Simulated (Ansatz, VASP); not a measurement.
# Cross-check of HfC between VASP and Ansatz, part 2 of 2

Aim: how closely do two programs agree when they are given the same cell, functional and k mesh? The cell is taken from a series of runs on this material, whose earlier steps may have relaxed, scaled, displaced or heated it; both programs get it as it stands.

VASP 6.6.1 and Ansatz 0.2.0.

So far: The structure; VASP: zone-centre phonons, LDA.

### Step 3. Ansatz: zone-centre phonons, LDA

Level of this step: Ansatz beside VASP: Kohn-Sham DFT, plane waves, LDA (Ansatz).

Ansatz runs on its PAW soft_1 files.

The same cell, functional (in two slightly different forms), mesh and smearing now go to Ansatz, which takes its cutoff from its data sets.

The input, input.yaml:

```yaml
crystal:
  lattice:
    - [0.0, 2.2792742476, 2.3321000499]
    - [2.2792742476, 0.0, 2.3321000499]
    - [2.2792742476, 2.2792742476, 0.0]
  atoms:
    - { symbol: C, position: [0.0, 0.0, 0.0] }
    - { symbol: Hf, position: [0.5, 0.5, 0.5] }
kpoints:
  mp_grid: { grid: [16, 16, 16] }
hamiltonian:
  xc: lda
  pseudopotentials: { kind: paw, azcp: { folder: soft_1 }, xc_functional: pbe }
scf:
  occupations: { method: methfessel_paxton, width: 0.2 }
output:
  eigenvalues: true
phonons:
  method: dfpt
```

Command:

```console
ansatz run input.yaml --threads 4 --pin off --max-ram 10240MiB --backend cpu --events-out ev --progress --plain --runs-dir out
```

Numbers of over 12 decimals in the logs are rounded to 6 here.

The log of the run:

```text
zone centre: on kpoints.mp_grid the ground state, and the responses unless they are solved on pairs of k-points, stand on 621 of the mesh's 4096 k-points, reduced under 8 symmetry operations, with k and −k counted as one. Each operation leaves every solved displacement unchanged or reverses it
Engine: ansatz 0.2.0, aarch64-unknown-linux-gnu
Pseudopotentials: kind: paw
Pseudopotential: C, paw, valence charge 4, recommended cutoff 420 eV (normal), soft_1/C.paw.azcp
Pseudopotential: Hf, paw, valence charge 26, recommended cutoff 420 eV (normal), soft_1/Hf.paw.azcp
Functional definition: SPW92
  exchange = slater_x
  correlation = pw_c
Crystal: 2 atoms, lattice volume = 24.231 Å³
Basis set: ecut = 420 eV, 491 PW (Γ), exchange–correlation on 48×48×48 points (8 copies of the dense FFT grid, shifted against one another)
Bands: 19, of which v1, the nominal top of the filled ones, is band 15 counted from 1 (14 counted from 0)
Symmetry: 16 space group operations
k-points: 621 of 4096 (irreducible under 8 space group operations)
Non-local potential: C, projectors of the file, l = 0: 2, l = 1: 2, l = 2: 1
Non-local potential: Hf, projectors of the file, l = 0: 3, l = 1: 2, l = 2: 2, l = 3: 3
PAW form: soft (Blöchl's): semilocal exchange-correlation on the pseudo side does not see the compensation charge
PAW frozen core: C, regenerated for the run's functional, and the local potential with it (the file was generated under x = pbe(κ = 0.804, μ = 0.219515), c = pbe(β = 0.066725))
PAW frozen core: Hf, regenerated for the run's functional, and the local potential with it (the file was generated under x = pbe(κ = 0.804, μ = 0.219515), c = pbe(β = 0.066725))
PAW one-centre angular grid: C, 110 points (default); XC on 64 Gauss nodes
PAW one-centre angular grid: Hf, 590 points (default); XC on 64 Gauss nodes
Initial density: superposition of atomic densities (chi_scale 0.1, normalization cell, long waves kept (reshape's long-wave potential 0.00 eV rms))
Initial wavefunctions: pseudopotential atomic-orbital guess
Functional: x = slater, c = lda
SCF iter   1: F=—  HF=-15723.135154 eV  |F-HF|=—  |Δ(HF+E_count)|=         —  Δρ=9.06e-2  dr2=2.69e0  ethr=3.10e-3  ⟨swp⟩=5.0  Hψ=51856  notcnv=0
preconditioner: auto → Kerker (q_TF=auto, 2.827 Å⁻¹)  [metal: Δε(μ)=0.030 eV  Ē_g=17.709 eV  σ=0.200 eV  W_gap=0.13  n_scr=14 (ndim 8)  ℏωp=39.9 eV  f_vac=0.000  D(μ)=0.19/eV (n_scr^D=0)]
SCF iter   2: F=—  HF=-15722.564178 eV  |F-HF|=—  |Δ(HF+E_count)|=   5.71e-1  S|Δr|=    0.00e0  Δρ=3.25e-2  dr2=2.57e-1  ethr=3.10e-3  ⟨swp⟩=2.2  Hψ=20595  notcnv=0  defer=13
SCF iter   3: F=—  HF=-15722.505068 eV  |F-HF|=—  |Δ(HF+E_count)|=   5.91e-2  S|Δr|=    0.00e0  Δρ=1.38e-2  dr2=2.87e-2  ethr=8.56e-4  ⟨swp⟩=2.0  Hψ=21111  notcnv=0  defer=2
SCF iter   4: F=—  HF=-15722.498115 eV  |F-HF|=—  |Δ(HF+E_count)|=   6.95e-3  S|Δr|=    0.00e0  Δρ=7.66e-3  dr2=6.97e-3  ethr=9.56e-5  ⟨swp⟩=2.1  Hψ=21150  notcnv=0
SCF iter   5: F=—  HF=-15722.497369 eV  |F-HF|=—  |Δ(HF+E_count)|=   7.46e-4  S|Δr|=    0.00e0  Δρ=1.53e-3  dr2=3.13e-4  ethr=2.32e-5  ⟨swp⟩=2.1  Hψ=17904  notcnv=0
SCF iter   6: F=—  HF=-15722.497288 eV  |F-HF|=—  |Δ(HF+E_count)|=   8.09e-5  S|Δr|=    0.00e0  Δρ=2.74e-4  dr2=1.85e-5  ethr=1.04e-6  ⟨swp⟩=2.7  Hψ=21607  notcnv=0
SCF iter   7: F=—  HF=-15722.497294 eV  |F-HF|=—  |Δ(HF+E_count)|=   5.64e-6  S|Δr|=    0.00e0  Δρ=7.66e-5  dr2=1.06e-6  ethr=6.15e-8  ⟨swp⟩=2.3  Hψ=21647  notcnv=0
SCF iter   8: F=—  HF=-15722.497293 eV  |F-HF|=—  |Δ(HF+E_count)|=   4.41e-7  S|Δr|=    0.00e0  Δρ=1.31e-5  dr2=2.29e-8  ethr=3.53e-9  ⟨swp⟩=2.7  Hψ=22665  notcnv=0
SCF iter   9: F=—  HF=-15722.497293 eV  |F-HF|=—  |Δ(HF+E_count)|=   2.44e-8  S|Δr|=    0.00e0  Δρ=2.42e-6  dr2=9.13e-10  ethr=7.64e-11  ⟨swp⟩=2.7  Hψ=22145  notcnv=0
SCF iter  10: F=—  HF=-15722.497293 eV  |F-HF|=—  |Δ(HF+E_count)|=  8.82e-10  S|Δr|=    0.00e0  Δρ=2.66e-7  dr2=1.46e-11  ethr=3.04e-12  ⟨swp⟩=2.7  Hψ=23070  notcnv=0
SCF iter  11: F=-15722.497293 eV  HF=-15722.497293 eV  |F-HF|=1.82e-12  |Δ(HF+E_count)|=  1.09e-11  S|Δr|=    0.00e0  Δρ=3.90e-8  dr2=1.99e-13  ethr=1.00e-12  ⟨swp⟩=7.7  Hψ=69912  notcnv=0
SCF 1 converged in 11 iterations: F = -15722.497293 eV  dr2 = 1.99e-13
  Residual-converged pass: ⟨swp⟩=1.0  Hψ=14301  notcnv=0  max |occ|·‖R‖ = 8.4e-9 eV (tolerance 1.0e-8 eV)  dr2=1.99e-13  dr2_onsite=9.42e-15  max |Δocc| = 2.2e-11
  greatest PAW one-centre occupation: 0.998 electrons in one spin orbital (limit 2), on the Hf atom at site 1 (counted from 0), in its partial waves of l = 3
DFPT response loops at Γ: preconditioner auto → Kerker (q_TF=auto, 2.827 Å⁻¹) (partly filled bands, converged f_vac=0.000); β = 1.00, the filter's whole step (`scf.mixing.beta` (0.50) is not read by the response loops under this deck's `scf.mixing.preconditioner`; to damp them name `kerker` or `kerker_dos`, under which they read `scf.mixing.beta`, and type it under 1.00, their step now; both keys bind the ground state too); Broyden in place of MSR1
SCF converged after 11 iterations
Stability not checked: this state was not tested for a lower state beside it, because cold or Methfessel-Paxton smearing, or corrected tetrahedra, fill the levels in a way that the test cannot read (fill_not_monotonic; see scf.lower_state_search)
Free energy (F): -15722.497293 eV
Harris-Foulkes:  -15722.497293 eV  (|F-HF|=1.82e-12)
Internal energy: -15722.496992 eV  (E = F + TS)
E sigma→0 (E₀):  -15722.497218 eV
Entropy (-TS):   -0.000301 eV (-0.151 meV/atom)
Fermi energy:    18.983105 eV
--- Per-component energies (eV) ---
  E_band       = 80.055695
  E_kinetic    = 496.212552
  E_local      = -6141.316492  (includes V_loc(G=0)·N_el)
  E_nonlocal   = 99.351869
  E_hartree    = 3009.563913
  E_xc         = -312.599657
  E_vxc        = -314.760349  (∫ρ·V_xc dr)
  E_paw        = -7548.406445  (= ΣΔE_a)
  E_vpaw       = -78.559810  (= ΣTr[D̂ρ^β])
  E_aug_tail   = 0.000119  (compensation charges beyond the density's cutoff)
  E_ewald      = -5327.822772
  E_core_change = 2.519920  (= ΣΔE_core)
  E_smearing   = -0.000301  (= −TS)
  E_closure    = -0.000000  (closes the sum)
  Σ components = -15722.497293   (vs F -15722.497293, Δ=0.00e0)
--- Band table (eV; the first three rows and the last of 621) ---
  k-point 0: bands = [... 11 lower, 8.1147, 19.9943, 20.0981, 20.1249, 20.1249, 20.3505, 20.3505, 22.1811]
  k-point 1: bands = [... 11 lower, 8.1144, 19.2363, 19.4355, 19.5658, 20.4601, 20.5798, 20.8734, 22.7162]
  k-point 2: bands = [... 11 lower, 8.1144, 18.1708, 18.5968, 18.7178, 20.8145, 20.9107, 21.3222, 23.8246]
  k-point 620: bands = [... 11 lower, 8.5114, 16.2930, 17.0394, 19.0799, 19.0799, 24.3954, 25.8502, 25.8502]
--- Phonons (Γ-DFPT): 4 representative perturbations + reference, on 621 of 4096 k-points (Σ response iterations 12) ---
  k mesh reduced under 8 symmetry operations, with k and −k counted as one. Each operation leaves every solved displacement unchanged or reverses it
  ASR residual: 1.916e-5 → 0.000e0 eV/Å²; symmetrization residual: 7.484e-7 eV/Å²
  ASR residual per site (eV/Å²): 3.80e-6 1.92e-5
  Γ frequencies (cm⁻¹): 0.00 0.00 0.00 404.63 471.35 471.35
  non-analytic LO–TO correction: not included (Born effective charges unavailable; polar crystals: no LO–TO splitting at Γ)
```

Reading the cycles: dr2 is the Hartree energy of the density residual (eV), the measure of convergence; HF is the Harris–Foulkes estimate of the energy, which meets the free energy F at convergence.

### Step 4. Differences

Known differences besides the potentials themselves: the data sets hold 30 valence electrons in Ansatz (on its PAW soft_1 files) and 14 in VASP; the cutoff is 420 eV in Ansatz and 600 eV in VASP; VASP's log shows a relativistic correction to its local exchange, Ansatz's none. Total energies have different zeros and are not compared.

Compared:

| quantity | Ansatz | VASP | difference |
| --- | --- | --- | --- |
| optical mode 1 (cm⁻¹) | 404.6 | 400.8 | +0.96 % |
| optical mode 2 to 3 (cm⁻¹) | 471.4 | 470.0 | +0.28 % |

Modes are paired by rising frequency, not by their patterns, so a pair may set unlike modes beside each other; they are those without the splitting of longitudinal modes.

### Step 5. Outcome

- r.m.s. difference of the optical zone-centre modes, each program's sorted by frequency (zone-centre phonons, LDA): 2.5 cm⁻¹
- difference in optical mode 1 (zone-centre phonons, LDA): +1.0 %

The r.m.s. difference of the optical zone-centre modes, each program's sorted by frequency is 2.5 cm⁻¹ (zone-centre phonons, LDA). The data sets hold unlike numbers of valence electrons (30 in Ansatz and 14 in VASP), so part of the differences comes from the potentials. Among the rows given in per cent, the largest difference of the zone-centre phonons, LDA pair is in optical mode 1, +1.0 %. How closely two codes agree says nothing of how well the functional describes the real material.

[Lines on the potential files, build, host, timing and source positions are cut from VASP's logs without a mark.]

[Logs are printed without paths, hosts, clocks, repeated set-up lines and the standing remarks that a program may print on its own settings, such as how far it seeks lower states.]

[Hosts, paths, dates, database ids (printed as entryN), source tags and the programs' standing remarks are cut or masked in the printed files.]
